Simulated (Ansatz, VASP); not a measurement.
**Cross-check of Ge (Germanium) between VASP and Ansatz**

Aim: how closely do two programs agree when they are given the same cell, functional and k mesh? The cell is taken from a series of runs on this material, whose earlier steps may have relaxed, scaled, displaced or heated it; both programs get it as it stands.

Main program and level: Ansatz 0.2.0; plane waves, with VASP 6.6.1 beside it; zone-centre phonons at PBEsol.

## 1. The structure

The structure is tetragonal, space group I4_1/amd (No. 141). The conventional cell has a = 3.933 Å, b = 3.933 Å, c = 5.762 Å, α = 90.00°, β = 90.00°, γ = 90.00°. Nearest to Ge lie 4 Ge at 2.44 Å.

## 2. Ansatz: zone-centre phonons, PBEsol

Ansatz runs on its PAW soft_1 files.

Second derivatives magnify differences that forces hide, and they need a tight electronic threshold.

input.yaml reads:

```yaml
crystal:
  lattice:
    - [0.0, 2.781105715, 2.8807544061]
    - [2.781105715, 0.0, 2.8807544061]
    - [2.781105715, 2.781105715, 0.0]
  atoms:
    - { symbol: Ge, position: [0.5, 0.5, 0.5] }
    - { symbol: Ge, position: [0.75, 0.75, 0.75] }
kpoints:
  mp_grid: { grid: [16, 16, 16] }
hamiltonian:
  xc: pbesol
  pseudopotentials: { kind: paw, azcp: { folder: soft_1 }, xc_functional: pbe }
scf:
  occupations: { method: methfessel_paxton, width: 0.2 }
output:
  eigenvalues: true
phonons:
  method: dfpt
```

On the command line:

```console
$ ansatz run input.yaml --threads 4 --pin off --max-ram 10240MiB --backend cpu --events-out ev --progress --plain --runs-dir out
```

Numbers of over 12 decimals in the logs are rounded to 6 here.

Output:

```text
zone centre: on kpoints.mp_grid the ground state, and the responses unless they are solved on pairs of k-points, stand on 621 of the mesh's 4096 k-points, reduced under 4 symmetry operations, with k and −k counted as one. Each operation leaves every solved displacement unchanged or reverses it
Engine: ansatz 0.2.0, aarch64-unknown-linux-gnu
Pseudopotentials: kind: paw
Pseudopotential: Ge, paw, valence charge 14, recommended cutoff 420 eV (normal), soft_1/Ge.paw.azcp
Functional definition: PBEsol
  exchange = pbesol_x
  correlation = pbesol_c
Crystal: 2 atoms, lattice volume = 44.563 Å³
Basis set: ecut = 420 eV, 901 PW (Γ), exchange–correlation on 64×64×64 points (8 copies of the dense FFT grid, shifted against one another)
Bands: 18, of which v1, the nominal top of the filled ones, is band 14 counted from 1 (13 counted from 0)
Symmetry: 16 space group operations
k-points: 621 of 4096 (irreducible under 4 space group operations, time reversal used)
Non-local potential: Ge, projectors of the file, l = 0: 2, l = 1: 2, l = 2: 3, l = 3: 1
PAW form: soft (Blöchl's): semilocal exchange-correlation on the pseudo side does not see the compensation charge
PAW frozen core: Ge, regenerated for the run's functional, and the local potential with it (the file was generated under x = pbe(κ = 0.804, μ = 0.219515), c = pbe(β = 0.066725))
PAW one-centre angular grid: Ge, 590 points (default); XC on 64 Gauss nodes
Initial density: superposition of atomic densities (chi_scale 0.1, normalization cell)
Initial wavefunctions: pseudopotential atomic-orbital guess
Functional: x = pbesol(κ = 0.804, μ = 0.123457), c = pbesol(β = 0.046)
SCF iter   1: F=—  HF=-8507.065271 eV  |F-HF|=—  |Δ(HF+E_count)|=         —  Δρ=3.60e-2  dr2=4.60e-1  ethr=3.10e-3  ⟨swp⟩=5.1  Hψ=50860  notcnv=0
preconditioner: auto → Kerker (q_TF=auto, 2.525 Å⁻¹)  [metal: Δε(μ)=0.132 eV  Ē_g=23.353 eV  σ=0.200 eV  W_gap=0.48  n_scr=14 (ndim 8)  ℏωp=29.4 eV  f_vac=0.000  D(μ)=0.03/eV (n_scr^D=0)]
SCF iter   2: F=—  HF=-8507.037973 eV  |F-HF|=—  |Δ(HF+E_count)|=   2.73e-2  S|Δr|=    0.00e0  Δρ=2.35e-2  dr2=2.29e-1  ethr=1.64e-3  ⟨swp⟩=1.0  Hψ=16146  notcnv=0
SCF iter   3: F=—  HF=-8506.991311 eV  |F-HF|=—  |Δ(HF+E_count)|=   4.67e-2  S|Δr|=    0.00e0  Δρ=3.84e-3  dr2=1.19e-2  ethr=8.18e-4  ⟨swp⟩=1.1  Hψ=11257  notcnv=0
SCF iter   4: F=—  HF=-8506.991537 eV  |F-HF|=—  |Δ(HF+E_count)|=   2.25e-4  S|Δr|=    0.00e0  Δρ=2.51e-3  dr2=3.91e-3  ethr=4.24e-5  ⟨swp⟩=2.0  Hψ=19622  notcnv=0
SCF iter   5: F=—  HF=-8506.992146 eV  |F-HF|=—  |Δ(HF+E_count)|=   6.09e-4  S|Δr|=    0.00e0  Δρ=6.33e-4  dr2=1.55e-4  ethr=1.40e-5  ⟨swp⟩=2.0  Hψ=19875  notcnv=0
SCF iter   6: F=—  HF=-8506.992249 eV  |F-HF|=—  |Δ(HF+E_count)|=   1.03e-4  S|Δr|=    0.00e0  Δρ=1.23e-4  dr2=4.41e-6  ethr=5.52e-7  ⟨swp⟩=2.0  Hψ=19906  notcnv=0
SCF iter   7: F=—  HF=-8506.992262 eV  |F-HF|=—  |Δ(HF+E_count)|=   1.29e-5  S|Δr|=    0.00e0  Δρ=2.91e-5  dr2=2.39e-7  ethr=1.58e-8  ⟨swp⟩=2.0  Hψ=19906  notcnv=0
SCF iter   8: F=—  HF=-8506.992263 eV  |F-HF|=—  |Δ(HF+E_count)|=   1.00e-6  S|Δr|=    0.00e0  Δρ=3.98e-6  dr2=5.00e-9  ethr=8.54e-10  ⟨swp⟩=2.0  Hψ=19906  notcnv=0
SCF iter   9: F=—  HF=-8506.992263 eV  |F-HF|=—  |Δ(HF+E_count)|=   2.33e-8  S|Δr|=    0.00e0  Δρ=9.14e-7  dr2=2.54e-10  ethr=1.79e-11  ⟨swp⟩=2.0  Hψ=13696  notcnv=0
SCF iter  10: F=-8506.992263 eV  HF=-8506.992263 eV  |F-HF|=1.27e-11  |Δ(HF+E_count)|=   1.16e-9  S|Δr|=    0.00e0  Δρ=1.22e-7  dr2=4.90e-12  ethr=1.00e-12  ⟨swp⟩=4.0  Hψ=52375  notcnv=0
SCF 1 converged in 10 iterations: F = -8506.992263 eV  dr2 = 4.90e-12
  greatest PAW one-centre occupation: 0.998 electrons in one spin orbital (limit 2), on the Ge atom at site 1 (counted from 0), in its partial waves of l = 2
DFPT response loops at Γ: preconditioner auto → Kerker (q_TF=auto, 2.525 Å⁻¹) (partly filled bands, converged f_vac=0.054); β = 1.00, the filter's whole step (`scf.mixing.beta` (0.50) is not read by the response loops under this deck's `scf.mixing.preconditioner`; to damp them name `kerker` or `kerker_dos`, under which they read `scf.mixing.beta`, and type it under 1.00, their step now; both keys bind the ground state too); Broyden in place of MSR1
SCF converged after 10 iterations
Stability not checked: this state was not tested for a lower state beside it, because cold or Methfessel-Paxton smearing, or corrected tetrahedra, fill the levels in a way that the test cannot read (fill_not_monotonic; see scf.lower_state_search)
Free energy (F): -8506.992263 eV
Harris-Foulkes:  -8506.992263 eV  (|F-HF|=1.27e-11)
Internal energy: -8506.992462 eV  (E = F + TS)
E sigma→0 (E₀):  -8506.992313 eV
Entropy (-TS):   0.000199 eV (0.099 meV/atom)
Fermi energy:    8.705279 eV
Step filling:    the computed levels leave a gap of 0.0211 eV = 0.1 smearing widths at the electron count; against every level under it full and every level over it empty, smearing changes F+E_penalty+E_count by +0.052 meV and its σ→0 estimate by +1.98e-3 meV
--- Per-component energies (eV) ---
  E_band       = -298.540914
  E_kinetic    = 186.314795
  E_local      = -4480.044688  (includes V_loc(G=0)·N_el)
  E_nonlocal   = 439.026751
  E_hartree    = 2135.248700
  E_xc         = -142.484706
  E_vxc        = -130.716191  (∫ρ·V_xc dr)
  E_paw        = -3944.941426  (= ΣΔE_a)
  E_vpaw       = -583.619059  (= ΣTr[D̂ρ^β])
  E_aug_tail   = 0.000032  (compensation charges beyond the density's cutoff)
  E_ewald      = -2701.947795
  E_core_change = 1.835876  (= ΣΔE_core)
  E_smearing   = 0.000199  (= −TS)
  E_closure    = -0.000000  (closes the sum)
  Σ components = -8506.992263   (vs F -8506.992263, Δ=0.00e0)
--- Band table (eV; the first three rows and the last of 621) ---
  k-point 0: bands = [... 10 lower, -4.2914, 8.4313, 8.7178, 8.7178, 8.7389, 11.1056, 11.1056, 11.2723]
  k-point 1: bands = [... 10 lower, -4.2427, 7.5039, 8.4289, 8.6189, 9.5090, 11.2426, 11.2591, 11.4590]
  k-point 2: bands = [... 10 lower, -4.0977, 6.2639, 8.1751, 8.3840, 9.6846, 11.5761, 11.6269, 12.1503]
  k-point 620: bands = [... 10 lower, -0.4551, -0.4551, 5.6513, 5.6513, 9.4564, 9.4564, 18.2052, 18.2052]
--- Phonons (Γ-DFPT): 2 representative perturbations + reference, on 621 of 4096 k-points (Σ response iterations 6) ---
  k mesh reduced under 4 symmetry operations, with k and −k counted as one. Each operation leaves every solved displacement unchanged or reverses it
  ASR residual: 2.855e-5 → 0.000e0 eV/Å²; symmetrization residual: 2.026e-12 eV/Å²
  ASR residual per site (eV/Å²): 2.86e-5 2.86e-5
  Γ frequencies (cm⁻¹): 0.00 0.00 0.00 291.74 293.78 293.78
  non-analytic LO–TO correction: not included (Born effective charges unavailable; polar crystals: no LO–TO splitting at Γ)
```

## 3. VASP: zone-centre phonons, PBEsol

The same cell, functional, mesh and smearing now go to VASP, with its own data sets.

Lines of VASP's logs that name or quote its potential files are left out, and so is its time.

INCAR reads:

```
SYSTEM = Ge
PREC = Accurate
ENCUT = 500
EDIFF = 1E-08
NELM = 120
ISMEAR = 1
SIGMA = 0.2
LREAL = .FALSE.
ALGO = Normal
GGA = PS
NBANDS = 20
LORBIT = 11
LWAVE = .FALSE.
LCHARG = .FALSE.
ISIF = 2
IBRION = 8
LASPH = .TRUE.
GGA_COMPAT = .FALSE.
KPAR = 2
```

POSCAR reads:

```
Ge
1.0
    0.0000000000      2.7811057150      2.8807544061
    2.7811057150      0.0000000000      2.8807544061
    2.7811057150      2.7811057150      0.0000000000
Ge
2
Direct
    0.5000000000      0.5000000000      0.5000000000
    0.7500000000      0.7500000000      0.7500000000
```

KPOINTS reads:

```
Automatic mesh
0
Gamma
16 16 16
0 0 0
```

Potentials, in the order of the species: Ge_d (PBE family, release 64).

On the command line:

```console
$ mpirun -np 2 vasp_std
```

Output:

```text
[banner, memory and clock lines left out]
running    2 mpi-ranks, on    1 nodes
 distrk:  each k-point on    1 cores,    2 groups
 distr:  one band on    1 cores,    1 groups

 POSCAR found type information on POSCAR Ge
 POSCAR found :  1 types and       2 ions
|                                                                             |
|               ----> ADVICE to this user running VASP <----                  |
|                                                                             |
|     You enforced a specific xc type in the INCAR file but a different       |
|     [... a line on the potential file left out ...]
|     I HOPE YOU KNOW WHAT YOU ARE DOING!                                     |
|                                                                             |

 LDA part: xc-table for (Slater+PW92), standard interpolation
 POSCAR, INCAR and KPOINTS ok, starting setup
 FFT: planning ... GRIDC
 FFT: planning ... GRID_SOFT
 FFT: planning ... GRID
 WAVECAR not read
 entering main loop
       N       E                     dE             d eps       ncg     rms          rms(c)
DAV:   1     0.181416774242E+03    0.18142E+03   -0.14618E+04 15016   0.377E+03
DAV:   2     0.152756251779E+02   -0.16614E+03   -0.16172E+03 14000   0.582E+02
DAV:   3    -0.922256023045E+01   -0.24498E+02   -0.24310E+02 15756   0.143E+02
DAV:   4    -0.100056757238E+02   -0.78312E+00   -0.78252E+00 15716   0.302E+01
DAV:   5    -0.100185444796E+02   -0.12869E-01   -0.12868E-01 15680   0.421E+00    0.333E+00
DAV:   6    -0.991012231660E+01    0.10842E+00   -0.38251E-02 18360   0.238E+00    0.189E+00
DAV:   7    -0.985856362968E+01    0.51559E-01   -0.63739E-02 14692   0.256E+00    0.157E-01
DAV:   8    -0.985960456806E+01   -0.10409E-02   -0.71229E-03 16032   0.121E+00    0.519E-02
DAV:   9    -0.985970448281E+01   -0.99915E-04   -0.22843E-04 15788   0.211E-01    0.107E-02
DAV:  10    -0.985971689492E+01   -0.12412E-04   -0.18541E-05 18560   0.394E-02    0.528E-03
DAV:  11    -0.985971802801E+01   -0.11331E-05   -0.43173E-06 18724   0.332E-02    0.135E-03
DAV:  12    -0.985971761850E+01    0.40951E-06   -0.79931E-07 18576   0.180E-02    0.280E-04
DAV:  13    -0.985971759848E+01    0.20023E-07   -0.16497E-08 12736   0.137E-03    0.148E-04
DAV:  14    -0.985971757366E+01    0.24814E-07   -0.59451E-09  9148   0.152E-03    0.286E-05
DAV:  15    -0.985971757434E+01   -0.67575E-09   -0.90729E-10  8096   0.446E-04
   1 F= -.98597176E+01 E0= -.98597851E+01  d E =0.202662E-03
 Linear response reoptimize wavefunctions to high precision
DAV:   1    -0.985971757669E+01   -0.23501E-08   -0.25893E-10  8672   0.227E-04
DAV:   2    -0.985971757669E+01   -0.27285E-11   -0.71590E-11  7800   0.112E-04
 Linear response DOF=           2
 Linear response progress:
  Degree of freedom:   1/  2
       N       E                     dE             d eps       ncg     rms          rms(c)
RMM:   1    -0.186444350363E+00   -0.18644E+00    0.85547E+00 53347   0.453E+01
RMM:   2    -0.193656111745E+00   -0.72118E-02   -0.13283E-02 70860   0.111E+00    0.745E-02
RMM:   3    -0.193694258702E+00   -0.38147E-04   -0.95987E-04 75667   0.319E-01    0.432E-02
RMM:   4    -0.193604443949E+00    0.89815E-04   -0.61629E-05 80531   0.801E-02    0.472E-03
RMM:   5    -0.193606856477E+00   -0.24125E-05   -0.39734E-06 77449   0.174E-02    0.247E-03
RMM:   6    -0.193613808506E+00   -0.69520E-05   -0.28849E-07 79024   0.490E-03    0.320E-04
RMM:   7    -0.193612791743E+00    0.10168E-05   -0.16741E-07 80754   0.147E-03    0.192E-04
RMM:   8    -0.193611551213E+00    0.12405E-05   -0.81115E-08 81980   0.536E-04    0.395E-05
RMM:   9    -0.193611477556E+00    0.73657E-07   -0.60384E-08 82573   0.217E-04    0.194E-05
RMM:  10    -0.193611598977E+00   -0.12142E-06   -0.21154E-08 82888   0.988E-05    0.512E-06
RMM:  11    -0.193611624636E+00   -0.25659E-07   -0.32757E-08 83656   0.548E-05    0.258E-06
RMM:  12    -0.193611644132E+00   -0.19496E-07   -0.17638E-08 81629   0.373E-05    0.155E-06
RMM:  13    -0.193611657571E+00   -0.13438E-07   -0.41767E-09 74164   0.296E-05    0.321E-07
RMM:  14    -0.193611659891E+00   -0.23204E-08   -0.69787E-09 61786   0.257E-05    0.661E-08
 first order change of Fermi-energy   0.10184E-04
 force on displaced ion       1 direction 1 : -11.575  -0.000   0.000
 Linear response progress:
  Degree of freedom:   2/  2
       N       E                     dE             d eps       ncg     rms          rms(c)
RMM:   1    -0.186800184546E+00   -0.18680E+00    0.83092E+00 30041   0.448E+01
RMM:   2    -0.194023228674E+00   -0.72230E-02   -0.13508E-02 40233   0.111E+00    0.777E-02
RMM:   3    -0.194068875550E+00   -0.45647E-04   -0.95461E-04 42927   0.317E-01    0.449E-02
RMM:   4    -0.194002285990E+00    0.66590E-04   -0.61196E-05 45710   0.788E-02    0.447E-03
RMM:   5    -0.194002747779E+00   -0.46179E-06   -0.28654E-06 44006   0.170E-02    0.244E-03
RMM:   6    -0.194006939400E+00   -0.41916E-05   -0.20284E-07 44322   0.467E-03    0.280E-04
RMM:   7    -0.194005843754E+00    0.10956E-05    0.17239E-07 45690   0.144E-03    0.161E-04
RMM:   8    -0.194004472936E+00    0.13708E-05    0.11019E-07 45938   0.550E-04    0.381E-05
RMM:   9    -0.194004472457E+00    0.47830E-09    0.54741E-08 46636   0.223E-04    0.190E-05
 first order change of Fermi-energy   0.32346E-03
 force on displaced ion       1 direction 3 :  -0.000  -0.000 -11.373
 Linear response finished
```

OUTCAR, selected parts (step 3):

```text
ion  position               nearest neighbor table
   1  0.500  0.500  0.500-   2 2.44   2 2.44   2 2.44   2 2.44
   2  0.750  0.750  0.750-   1 2.44   1 2.44   1 2.44   1 2.44

  LATTYP: Found a body centered tetragonal cell.
 ALAT       =     3.9330774205
 C/A-ratio  =     1.4648856852

 Subroutine GETGRP returns: Found 16 space group operations
 (whereof  8 operations were pure point group operations)

The static configuration has the point symmetry D_2d.
 The point group associated with its full space group is D_4h.

 Found    349 irreducible k-points:

   k-points           NKPTS =    349   k-points in BZ     NKDIM =    349   number of bands    NBANDS=     20

   dimension x,y,z NGX =    30 NGY =   30 NGZ =   30
   dimension x,y,z NGXF=    60 NGYF=   60 NGZF=   60

   ENCUT  =  500.0 eV  36.75 Ry    6.06 a.u.   7.30  7.30  7.17*2*pi/ulx,y,z

   NELECT =      28.0000    total number of electrons

 k-points in reciprocal lattice and weights: Automatic mesh
   0.00000000  0.00000000  0.00000000       0.000
   0.06250000  0.00000000  0.00000000       0.002
   0.12500000  0.00000000  0.00000000       0.002
   0.18750000  0.00000000  0.00000000       0.002
   0.25000000  0.00000000  0.00000000       0.002
   0.31250000  0.00000000  0.00000000       0.002
   0.37500000  0.00000000  0.00000000       0.002
   0.43750000  0.00000000  0.00000000       0.002
   0.50000000  0.00000000  0.00000000       0.001
[...]
-0.31250000  0.18750000  0.50000000       0.001
  -0.25000000  0.25000000  0.50000000       0.000

 average (electrostatic) potential at core
       1 -74.0242       2 -74.0242

  Total        0.7193001      0.7193001     -0.0381884      0.0000000      0.0000000     -0.0000000
  in kB       25.8612489     25.8612489     -1.3730007      0.0000000      0.0000000     -0.0000000
  external PRESSURE =      16.7831657 kB  Pullay stress =       0.0000000 kB

  energy-cutoff  :      500.00
  volume of cell :       44.56
      direct lattice vectors                 reciprocal lattice vectors
     0.000000000  2.781105715  2.880754406    -0.179784608  0.179784608  0.173565646
     2.781105715  0.000000000  2.880754406     0.179784608 -0.179784608  0.173565646
     2.781105715  2.781105715  0.000000000     0.179784608  0.179784608 -0.173565646

 POSITION                                       TOTAL-FORCE (eV/Angst)
 -----------------------------------------------------------------------------------
      2.78111      2.78111      2.88075         0.000000      0.000000      0.000000
      4.17166      4.17166      4.32113        -0.000000     -0.000000     -0.000000
 -----------------------------------------------------------------------------------
    total drift:                                0.000000     -0.000000     -0.000000

 Eigenvectors and eigenvalues of the dynamical matrix
 ----------------------------------------------------

   1 f  =    8.827386 THz    55.464100 2PiTHz  294.449894 cm-1    36.507118 meV
             X         Y         Z           dx          dy          dz
      2.781106  2.781106  2.880754     0.000000   -0.707107    0.000000
      4.171659  4.171659  4.321132     0.000000    0.707107    0.000000

   2 f  =    8.827386 THz    55.464100 2PiTHz  294.449894 cm-1    36.507118 meV
             X         Y         Z           dx          dy          dz
      2.781106  2.781106  2.880754    -0.707107    0.000000    0.000000
      4.171659  4.171659  4.321132     0.707107    0.000000    0.000000

   3 f  =    8.750096 THz    54.978474 2PiTHz  291.871782 cm-1    36.187473 meV
             X         Y         Z           dx          dy          dz
      2.781106  2.781106  2.880754     0.000000    0.000000   -0.707107
      4.171659  4.171659  4.321132     0.000000    0.000000    0.707107

   4 f  =    0.000000 THz     0.000000 2PiTHz    0.000000 cm-1     0.000000 meV
             X         Y         Z           dx          dy          dz
      2.781106  2.781106  2.880754     0.707107    0.000000    0.000000
      4.171659  4.171659  4.321132     0.707107    0.000000    0.000000

   5 f  =    0.000000 THz     0.000000 2PiTHz    0.000000 cm-1     0.000000 meV
             X         Y         Z           dx          dy          dz
      2.781106  2.781106  2.880754     0.000000    0.707107    0.000000
      4.171659  4.171659  4.321132     0.000000    0.707107    0.000000

   6 f  =    0.000000 THz     0.000000 2PiTHz    0.000000 cm-1     0.000000 meV
             X         Y         Z           dx          dy          dz
      2.781106  2.781106  2.880754     0.000000    0.000000    0.707107
      4.171659  4.171659  4.321132     0.000000    0.000000    0.707107

 ELASTIC MODULI CONTR FROM IONIC RELAXATION (kBar)
 Direction    XX          YY          ZZ          XY          YZ          ZX
 --------------------------------------------------------------------------------
 XX           0.0000      0.0000      0.0000      0.0000      0.0000      0.0000
 YY           0.0000      0.0000      0.0000      0.0000      0.0000      0.0000
 ZZ           0.0000      0.0000      0.0000      0.0000      0.0000      0.0000
 XY           0.0000      0.0000      0.0000   -246.5093      0.0000      0.0000
 YZ           0.0000      0.0000      0.0000      0.0000   -255.3453      0.0000
 ZX           0.0000      0.0000      0.0000      0.0000      0.0000   -226.7431
 --------------------------------------------------------------------------------
```

## 4. Comparison

Known differences besides the potentials themselves: the cutoff is 420 eV in Ansatz and 500 eV in VASP; Ansatz makes its cores anew for this functional, VASP keeps those of its PBE data sets. Total energies have different zeros and are not compared.

Both answers:

| quantity | Ansatz | VASP | difference |
| --- | --- | --- | --- |
| optical mode 1 (cm⁻¹) | 291.7 | 291.9 | -0.05 % |
| optical mode 2 to 3 (cm⁻¹) | 293.8 | 294.4 | -0.23 % |

Modes are paired by rising frequency, not by their patterns, so a pair may set unlike modes beside each other; they are those without the splitting of longitudinal modes.

## 5. Outcome

| Item | Value |
| --- | --- |
| r.m.s. difference of the optical zone-centre modes, each program's sorted by frequency (zone-centre phonons, PBEsol) | 0.55 cm⁻¹ |

**Reading.** The r.m.s. difference of the optical zone-centre modes, each program's sorted by frequency is 0.55 cm⁻¹ (zone-centre phonons, PBEsol). Such differences can come from data sets, numerical settings and the points named under the comparisons, not from the functional's error against experiment.

[Lines on the potential files, build, host, timing and source positions are cut from VASP's logs without a mark.]

[Logs are printed without paths, hosts, clocks, repeated set-up lines and the standing remarks that a program may print on its own settings, such as how far it seeks lower states.]

[Hosts, paths, dates, database ids (printed as entryN), source tags and the programs' standing remarks are cut or masked in the printed files.]
